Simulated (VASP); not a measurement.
**Pb2SO: structure and properties in VASP**

Wanted: the relaxed cell of Pb2SO and its properties. The steps: rough relaxation of the start cell, full relaxation (PW91), single point with fields (PW91), bands along the symmetry lines (PW91), total and projected DOS (PW91) and response to an electric field (PW91). The cell is invented: it takes the structure of a Materials Project entry for PbS (space group 187 there), with some of its atoms replaced by other elements, volume scaled by an estimate. It may not be a known or stable phase.

Program: VASP 6.6.1. Level of theory: PW91; plane waves and PAW (Pb_d, S, O); invented cell. Results are calculated unless marked as measured.

Report form: the programs' logs are mostly left out.

### 1. The structure

Before any relaxation, the start is as follows. It takes space group Imm2 (No. 44, orthorhombic). The conventional cell has a = 3.863 Å, b = 7.157 Å, c = 6.691 Å, α = 90.00°, β = 90.00°, γ = 90.00°. Nearest to Pb lie 3 O at 2.86 Å and 3 S at 2.86 Å. S has 6 Pb at 2.86 Å nearest. Nearest to O lie 6 Pb at 2.86 Å. It derives from PbS. it takes the structure of a Materials Project entry for PbS (space group 187 there), with some of its atoms replaced by other elements, volume scaled by an estimate. Farther neighbours and most contacts between anions are not listed.

### 2. Rough relaxation of the start cell

The start is only an estimate, so a cheap relaxation brings it near a minimum before any careful run. PW91 is the forerunner of PBE and gives much the same.

Contents of INCAR:

```
SYSTEM = Pb2SO
PREC = Normal
ENCUT = 520
EDIFF = 1E-05
NELM = 60
ISMEAR = -1
SIGMA = 0.05
LREAL = .FALSE.
ALGO = Fast
GGA = 91
NBANDS = 26
LORBIT = 11
LWAVE = .FALSE.
LCHARG = .FALSE.
KPAR = 2
IBRION = 2
NSW = 40
ISIF = 3
EDIFFG = -0.04
```

Contents of POSCAR:

```
Pb2SO
1.0
   -1.9316340000      3.5784310000      3.3456880000
    1.9316340000     -3.5784310000      3.3456880000
    1.9316340000      3.5784310000     -3.3456880000
Pb S O
2 1 1
Direct
    0.2500000000      0.0000000000      0.2500000000
    0.7500000000      0.0000000000      0.7500000000
    0.3333333300      0.3333333300      0.0000000000
    0.8333333300      0.3333333300      0.5000000000
```

Contents of KPOINTS:

```
Automatic mesh
0
Gamma
5 5 5
0 0 0
```

PAW data sets: Pb_d, S and O (PBE family, release 64).

Run with:

```
> mpirun -np 2 vasp_std
```

Wall time 7.4 min (2 MPI ranks of AMD EPYC 7R43, shared host); peak memory 0.36 GiB; 15 min of CPU time.

The gap is read on the k-mesh alone, so it is an upper bound where the band edges lie off the mesh. This relaxation is a rough one on cheap settings, only to bring the start near its minimum. The PAW data sets were made with PBE, which is usual practice but a small mismatch for other functionals. The run keeps the 4 symmetry operations of its start, so it cannot find a distortion of lower symmetry.

Relaxation path (22 of 30):

```csv
step,energy less that of the first step (eV),largest force (eV/Å),pressure (GPa),volume (Å³)
1,0.0000,0.6164,-0.02,92.50
2,-0.0355,0.4716,-0.12,92.47
4,-0.0520,0.7046,0.18,92.25
5,-0.0871,0.3967,-0.10,92.36
7,-0.1829,0.5417,0.44,91.07
8,-0.2244,0.4676,-0.02,92.58
9,-0.2414,0.4121,-0.22,93.64
11,-0.2467,0.4409,-0.32,94.46
12,-0.2775,0.3861,1.39,93.91
13,-0.2775,0.3820,1.29,93.94
15,-0.3144,0.1835,-0.89,98.83
16,-0.3151,0.2060,-0.64,98.15
18,-0.3362,0.2665,0.68,96.83
19,-0.3385,0.2180,0.41,97.16
20,-0.3479,0.1554,-0.10,98.10
22,-0.3568,0.0925,-0.28,98.86
23,-0.3570,0.0960,-0.24,98.77
24,-0.3567,0.1033,-0.06,98.59
26,-0.3578,0.0705,-0.04,98.48
27,-0.3583,0.0765,0.17,98.07
29,-0.3593,0.0570,-0.12,98.43
30,-0.3597,0.0182,-0.04,98.31
```

```csv
cell as run,before,after,change
a (Å),5.266,5.531,+5.0 %
b (Å),5.266,5.531,+5.0 %
c (Å),5.266,5.531,+5.0 %
α (°),136.96,142.04,+3.7 %
β (°),94.38,98.74,+4.6 %
γ (°),101.11,93.42,-7.6 %
volume (Å³/atom),23.13,24.58,+6.3 %
```

The atoms that moved most (Å, as changes of fractional coordinates times the final cell):

```csv
atom,dx,dy,dz,length
O4,0.000,0.000,0.412,0.412
Pb1,0.000,-0.185,-0.163,0.247
Pb2,0.000,0.185,-0.163,0.247
S3,0.000,0.000,-0.085,0.085
```

The relaxed structure:

```cif
data_structure
_symmetry_space_group_name_H-M 'P 1'
_symmetry_Int_Tables_number 1
_cell_length_a 5.5314
_cell_length_b 5.5314
_cell_length_c 5.5314
_cell_angle_alpha 142.042
_cell_angle_beta 98.739
_cell_angle_gamma 93.417
_cell_volume 98.31
loop_
_atom_site_label
_atom_site_type_symbol
_atom_site_fract_x
_atom_site_fract_y
_atom_site_fract_z
_atom_site_occupancy
Pb1 Pb 0.20275 0.97846 0.22429 1
Pb2 Pb 0.75417 0.97846 0.77571 1
S3 S 0.32209 0.32209 0.00000 1
O4 O 0.88766 0.38766 0.50000 1
```

Numbers from this step:

```yaml
electrons: 40
bands: 26
irreducible_k_points: 27
symmetry_operations: 4
free_energy_toten: -18.51 eV
fermi_energy: 5.162 eV
pressure: -0.03649 GPa
metallic: no
valence_top_at_k: 0.4, 0.2, 0
conduction_bottom_at_k: 0.4, -0.2, 0.2
least_direct_gap_at_k: -0.4, -0.4, 0.4
scf_cycles_over_all_ionic_steps: 229
gap_on_the_k_mesh: 0.875 eV
least_direct_gap_on_the_k_mesh: 1.035 eV
```

It ends with a largest force of 0.018 eV/Å and a pressure of -0.04 GPa.

### 3. Full relaxation (PW91)

Properties are meant for the cell that this level of theory prefers, so cell and atoms are relaxed first (ISIF = 3) until forces and stress are small; EDIFFG sets the threshold.

Contents of INCAR:

```
SYSTEM = Pb2SO
PREC = Accurate
ENCUT = 520
EDIFF = 1E-06
NELM = 100
ISMEAR = -1
SIGMA = 0.05
LREAL = .FALSE.
ALGO = Normal
GGA = 91
NBANDS = 26
LORBIT = 11
LWAVE = .FALSE.
LCHARG = .FALSE.
KPAR = 2
IBRION = 2
NSW = 60
ISIF = 3
EDIFFG = -0.01
```

Contents of POSCAR:

```
Pb2SO
1.0
   -1.7989388081      3.6019446600      3.7929752930
    1.7989388081     -3.6019446600      3.7929752930
    1.7989388081      3.6019446600     -3.7929752930
Pb S O
2 1 1
Direct
    0.2027532405      0.9784600147      0.2242932258
    0.7541667888      0.9784600147      0.7757067742
    0.3220868188      0.3220868188      0.0000000000
    0.8876598119      0.3876598119      0.5000000000
```

Contents of KPOINTS:

```
Automatic mesh
0
Gamma
7 7 7
0 0 0
```

Run with:

```
> mpirun -np 2 vasp_std
```

The job ended after 12 min (2 MPI ranks; peak memory 0.69 GiB).

The steps of the relaxation:

```csv
step,energy less that of the first step (eV),largest force (eV/Å),pressure (GPa),volume (Å³)
1,0.0000,0.0253,0.09,98.31
2,-0.0006,0.0126,0.04,98.51
3,-0.0011,0.0188,-0.09,98.95
4,-0.0012,0.0357,0.06,98.78
5,-0.0012,0.0342,0.05,98.80
6,-0.0014,0.0198,0.04,98.86
7,-0.0016,0.0269,-0.01,99.07
8,-0.0016,0.0228,0.00,99.02
9,-0.0017,0.0189,0.01,99.05
10,-0.0019,0.0059,0.04,99.15
```

```csv
"conventional cell, symmetrised",before,after,change
a (Å),3.598,3.577,-0.6 %
b (Å),7.204,7.175,-0.4 %
c (Å),7.586,7.726,+1.8 %
volume (Å³/atom),24.58,24.79,+0.9 %
```

The atoms that moved most (Å, as changes of fractional coordinates times the final cell):

```csv
atom,dx,dy,dz,length
S3,0.000,0.000,-0.016,0.016
O4,0.000,0.000,0.015,0.015
Pb1,0.000,0.007,0.001,0.007
Pb2,0.000,-0.007,0.001,0.007
```

The relaxed structure:

```
Pb S O
1.0
    -1.78864    3.58770    3.86275
     1.78864   -3.58770    3.86275
     1.78864    3.58770   -3.86275
Pb S O
2 1 1
Direct
  0.20374 0.97853 0.22521
  0.75332 0.97853 0.77479
  0.32004 0.32004 0.00000
  0.88957 0.38957 0.50000
```

Numbers from this step:

```
irreducible k-points            : 64
free energy (TOTEN)             : -18.53 eV
Fermi energy                    : 5.077 eV
pressure                        : 0.03737 GPa
valence top at k                : 0.4286, 0.1429, 0
conduction bottom at k          : 0.2857, -0.2857, 0.2857
least direct gap at k           : -0.4286, -0.4286, 0.4286
SCF cycles over all ionic steps : 73
gap on the k-mesh               : 0.6568 eV
least direct gap on the k-mesh  : 0.9448 eV
```

It ends with a largest force of 0.006 eV/Å and a pressure of 0.04 GPa.

### 4. Single point with fields (PW91)

The relaxed cell gets a fresh self-consistent run, on a basis set for its own volume, to fix the density and to check the remaining stress.

Changes to INCAR since step 3:

```diff
@@ -13,7 +13,5 @@
 LWAVE = .FALSE.
-LCHARG = .FALSE.
-KPAR = 2
-IBRION = 2
-NSW = 60
-ISIF = 3
-EDIFFG = -0.01
+LCHARG = .TRUE.
+ISIF = 2
+LELF = .TRUE.
+LVHAR = .TRUE.
```

Contents of POSCAR:

```
Pb2SO
1.0
   -1.7886412924      3.5876981171      3.8627526302
    1.7886412924     -3.5876981171      3.8627526302
    1.7886412924      3.5876981171     -3.8627526302
Pb S O
2 1 1
Direct
    0.2037403264      0.9785307163      0.2252096101
    0.7533211061      0.9785307163      0.7747903899
    0.3200362496      0.3200362496      0.0000000000
    0.8895689780      0.3895689780      0.5000000000
```

KPOINTS is that of step 3.

Run with:

```
> mpirun -np 2 vasp_std
```

The job ended after 2.3 min (2 MPI ranks; peak memory 0.45 GiB; 4.6 min of CPU time).

This step gave:

- SCF cycles: 15
- pressure: 0.02348 GPa
- least direct gap on the k-mesh: 0.9447 eV

Valence electrons inside each PAW sphere by angular momentum. Sphere charges, by row:

```csv
atom,s (e),p (e),d (e),tot (e)
Pb1,1.474,0.505,9.851,11.83
Pb2,1.474,0.505,9.851,11.83
S3,1.358,2.337,0,3.695
O4,1.582,3.28,0,4.861
```

Valence density in the ac plane of the cell as run, not the conventional one, at fractional y = 0.979, with atoms of Pb within 0.2 Å of it. It is the smooth field of the valence electrons, not physical close to the nuclei.

Ten even steps from '0' (0.0 e/Å³) to '9' (7.3 e/Å³), each cell a mean:
```
000000000001100
000000000024410
000000000259730
000000000279720
000000000145310
000000000011100
000000000000000
000000000000000
000000000000000
002321000000000
026852000000000
038962000000000
026631000000000
012210000000000
000000000000000
```
Columns run along a (5.6 Å), rows up along c (5.6 Å). Atoms in or near the plane, at fractional coordinates: Pb at (0.20, 0.23), Pb at (0.75, 0.77).

Electrostatic potential energy in the ac plane of the cell as run, not the conventional one, at fractional y = 0.979, with atoms of Pb within 0.2 Å of it. With pseudopotentials it is smooth inside the atoms' cores, unlike the true potential.

Ten even steps from '_' (-86 eV) to '@' (4 eV), each cell a mean:
```
@@@@@@@@@@@@@@@@@@@@%%****%%@@
@@@@@@@@@@@@@@@@@@##==::::++%%
@@@@@@@@@@@@@@@@%%++..____--%%
@@@@@@@@@@@@@@@@%%==______==%%
@@@@@@@@@@@@@@@@%%++::..--**@@
@@@@@@@@@@@@@@@@@@##**++##%%@@
@@@@@@@@@@@@@@@@@@@@@@@@@@@@@@
@@@@@@@@@@@@@@@@@@@@@@@@@@@@@@
@@@@%%##%%%%@@@@@@@@@@@@@@@@@@
@@##==--==**@@@@@@@@@@@@@@@@@@
%%==..__..++%%@@@@@@@@@@@@@@@@
##--____..++%%@@@@@@@@@@@@@@@@
##==..__--##@@@@@@@@@@@@@@@@@@
%%**==++**%%@@@@@@@@@@@@@@@@@@
@@%%%%%%@@@@@@@@@@@@@@@@@@@@@@
```
Columns run along a (5.6 Å; values clipped at the 3rd and 97th percentile), rows up along c (5.6 Å). Atoms in or near the plane, at fractional coordinates: Pb at (0.20, 0.23), Pb at (0.75, 0.77).

ELF in the ac plane of the cell as run, not the conventional one, at fractional y = 0.979, with atoms of Pb within 0.2 Å of it. It is the smooth field of the valence electrons, not physical close to the nuclei.

Values, 15 rows by 15 columns, each cell a mean:
```
0.11 0.12 0.16 0.18 0.20 0.20 0.15 0.09 0.13 0.26 0.37 0.41 0.41 0.36 0.21
0.15 0.10 0.20 0.35 0.45 0.45 0.31 0.15 0.23 0.42 0.39 0.27 0.31 0.45 0.36
0.18 0.18 0.43 0.64 0.70 0.65 0.42 0.19 0.31 0.44 0.22 0.24 0.18 0.40 0.43
0.18 0.30 0.62 0.76 0.78 0.70 0.42 0.19 0.36 0.41 0.18 0.32 0.20 0.43 0.40
0.17 0.38 0.67 0.77 0.76 0.63 0.34 0.17 0.33 0.46 0.31 0.26 0.37 0.48 0.32
0.15 0.37 0.59 0.66 0.60 0.43 0.20 0.12 0.26 0.45 0.50 0.50 0.50 0.40 0.22
0.11 0.23 0.33 0.35 0.29 0.18 0.09 0.07 0.16 0.32 0.42 0.44 0.39 0.27 0.11
0.07 0.13 0.18 0.20 0.19 0.15 0.09 0.05 0.06 0.15 0.24 0.24 0.17 0.08 0.04
0.13 0.25 0.35 0.40 0.39 0.33 0.22 0.10 0.04 0.04 0.05 0.05 0.04 0.03 0.05
0.24 0.42 0.41 0.35 0.41 0.48 0.38 0.22 0.05 0.02 0.03 0.05 0.07 0.07 0.09
0.34 0.41 0.21 0.20 0.24 0.48 0.46 0.30 0.07 0.03 0.06 0.14 0.16 0.12 0.14
0.39 0.33 0.18 0.35 0.22 0.48 0.46 0.29 0.06 0.04 0.12 0.21 0.22 0.15 0.16
0.37 0.39 0.22 0.22 0.36 0.50 0.40 0.20 0.04 0.05 0.13 0.19 0.19 0.14 0.15
0.29 0.45 0.44 0.45 0.47 0.39 0.27 0.09 0.03 0.06 0.10 0.13 0.13 0.11 0.13
0.16 0.29 0.37 0.36 0.29 0.21 0.12 0.05 0.05 0.10 0.16 0.19 0.19 0.16 0.12
```
Columns run along a (5.6 Å), rows up along c (5.6 Å). Atoms in or near the plane, at fractional coordinates: Pb at (0.20, 0.23), Pb at (0.75, 0.77).

In this run the pressure is 0.02 GPa, small enough to go on.

### 5. Bands along the symmetry lines (PW91)

The mesh alone shows little of the dispersion and can miss band extrema, so KPOINTS_OPT adds a path through the symmetry points after the self-consistent cycle.

Contents of INCAR:

```
SYSTEM = Pb2SO
PREC = Accurate
ENCUT = 520
EDIFF = 1E-06
NELM = 100
ISMEAR = -1
SIGMA = 0.05
LREAL = .FALSE.
ALGO = Normal
GGA = 91
NBANDS = 34
LORBIT = 11
LWAVE = .FALSE.
LCHARG = .FALSE.
KPAR = 2
```

POSCAR is that of step 4.

KPOINTS is that of step 4.

Contents of KPOINTS_OPT:

```
Line mode
16
Line-mode
Reciprocal
  0.00000000   0.00000000   0.00000000 GAMMA
 -0.30360345   0.30360345   0.30360345 X

 -0.30360345   0.30360345   0.30360345 X
 -0.26926762   0.26926762   0.33793928 L

 -0.26926762   0.26926762   0.33793928 L
  0.00000000   0.00000000   0.50000000 T

  0.00000000   0.00000000   0.50000000 T
  0.25000000   0.25000000   0.25000000 W

  0.25000000   0.25000000   0.25000000 W
  0.00000000   0.50000000   0.00000000 R

  0.00000000   0.50000000   0.00000000 R
  0.30360345   0.69639655  -0.30360345 X1

  0.30360345   0.69639655  -0.30360345 X1
  0.50000000   0.50000000  -0.50000000 Z

  0.50000000   0.50000000  -0.50000000 Z
  0.00000000   0.00000000   0.00000000 GAMMA

  0.00000000   0.00000000   0.00000000 GAMMA
  0.46566417  -0.46566417   0.46566417 Y

  0.46566417  -0.46566417   0.46566417 Y
  0.50000000   0.00000000   0.00000000 S

  0.50000000   0.00000000   0.00000000 S
  0.25000000   0.25000000   0.25000000 W

  0.26926762  -0.26926762   0.66206072 L1
  0.46566417  -0.46566417   0.46566417 Y

  0.53433583   0.46566417  -0.46566417 Y1
  0.50000000   0.50000000  -0.50000000 Z
```

Run with:

```
> mpirun -np 2 vasp_std
```

Elapsed: 7.2 min, on 2 MPI ranks; peak memory 0.89 GiB; 14 min of CPU time.

Spin-orbit coupling is off here; with elements this heavy it splits and shifts levels by tenths of an eV or more.

This step gave:

* bands: 34
* pressure: 0.02689 GPa
* least gap on mesh and path: 0.5603 eV
* least direct gap on mesh and path: 0.8119 eV
* valence top at k: 0.5, 0.5, -0.5
* conduction bottom at k: 0.3104, -0.3104, 0.3104
* least direct gap at k: 0.5, 0.5, -0.5

Electronic bands along the path, in eV, zero at the valence-band top; v1 is the highest filled band, c1 the lowest empty one:

```csv
point,v4,v3,v2,v1,c1,c2,c3,c4
Γ,-2.55,-2.12,-1.67,-0.53,2.01,3.09,3.57,4.88
0.53 of the way,-2.38,-2.11,-1.94,-1.58,0.64,1.96,3.49,4.46
X,-3.23,-1.65,-1.35,-0.14,1.63,2.43,2.44,3.90
0.53 of the way,-3.22,-1.65,-1.36,-0.16,1.65,2.39,2.48,3.84
L,-3.17,-1.66,-1.39,-0.18,1.68,2.36,2.53,3.76
0.47 of the way,-3.01,-1.98,-1.78,-0.83,1.77,2.54,2.62,3.24
T,-2.77,-2.56,-1.77,-1.52,1.81,2.38,2.86,3.10
0.47 of the way,-2.52,-2.43,-1.77,-1.60,1.70,1.83,2.95,3.63
W,-2.47,-2.10,-1.77,-1.75,1.26,1.82,2.85,4.12
0.47 of the way,-2.69,-2.32,-1.91,-1.00,1.27,2.18,2.96,4.01
R,-2.75,-2.01,-1.46,-1.26,1.62,2.59,3.10,3.25
0.47 of the way,-3.24,-1.77,-1.42,-0.83,1.59,2.31,3.03,3.62
X1,-3.23,-1.65,-1.35,-0.14,1.63,2.43,2.44,3.90
0.47 of the way,-2.04,-1.52,-0.73,-0.48,1.26,2.77,3.43,4.36
Z,-2.13,-1.69,-0.67,0.00,0.81,2.06,3.95,5.97
0.53 of the way,-2.43,-1.87,-1.56,-0.60,1.04,3.28,3.43,5.30
Γ,-2.55,-2.12,-1.67,-0.53,2.01,3.09,3.57,4.88
0.47 of the way,-2.18,-1.32,-1.29,-0.70,1.01,3.13,4.56,4.63
Y,-1.99,-1.65,-0.68,-0.08,0.85,2.09,3.96,5.97
0.47 of the way,-2.26,-1.26,-0.70,-0.50,0.92,2.46,3.90,5.18
S,-2.56,-1.26,-0.72,-0.19,1.43,1.90,3.52,5.17
0.47 of the way,-2.97,-2.03,-1.34,-0.23,2.03,2.47,2.86,3.59
W,-2.47,-2.10,-1.77,-1.75,1.26,1.82,2.85,4.12
jump to L1,-3.17,-1.66,-1.39,-0.18,1.68,2.36,2.53,3.76
0.47 of the way,-2.09,-1.52,-0.76,-0.43,1.24,2.77,3.48,4.34
Y,-1.99,-1.65,-0.68,-0.08,0.85,2.09,3.96,5.97
```

Of the projections kept (Pb, S, O), the largest for each band there; the rest of the weight can lie on other orbitals:

```csv
point,v4,v3,v2,v1,c1,c2,c3,c4
Γ,O 0.88,O 0.74,O 0.77,S 0.93,Pb 0.88,Pb 0.49,Pb 0.65,Pb 1.00
X,O 0.48,O 0.77,S 0.56,S 0.49,Pb 0.76,Pb 0.87,O 0.55,Pb 0.56
L,O 0.48,O 0.77,S 0.56,S 0.48,Pb 0.75,Pb 0.59,Pb 0.61,Pb 0.59
T,O 0.43,O 0.54,Pb 0.36,O 0.50,Pb 0.66,Pb 0.68,Pb 0.53,Pb 0.69
W,O 0.54,O 0.80,S 0.41,S 0.56,Pb 0.65,Pb 0.62,Pb 0.83,Pb 0.53
R,S 0.41,O 0.69,O 0.47,S 0.39,Pb 0.45,Pb 0.91,Pb 0.56,Pb 0.53
```

The path lowers the gap by 0.10 eV against the mesh alone, so a band edge lies off the mesh.

(Part 1 of 2 ends here.)

[Lines on the potential files, build, host, timing and source positions are cut from VASP's logs without a mark.]

[Logs are printed without paths, hosts, clocks, repeated set-up lines and the standing remarks that a program may print on its own settings, such as how far it seeks lower states.]

[Hosts, paths, dates, database ids (printed as entryN), source tags and the programs' standing remarks are cut or masked in the printed files.]

[A measured line is paired with the nearest computed mode of its activity, which favours agreement.]
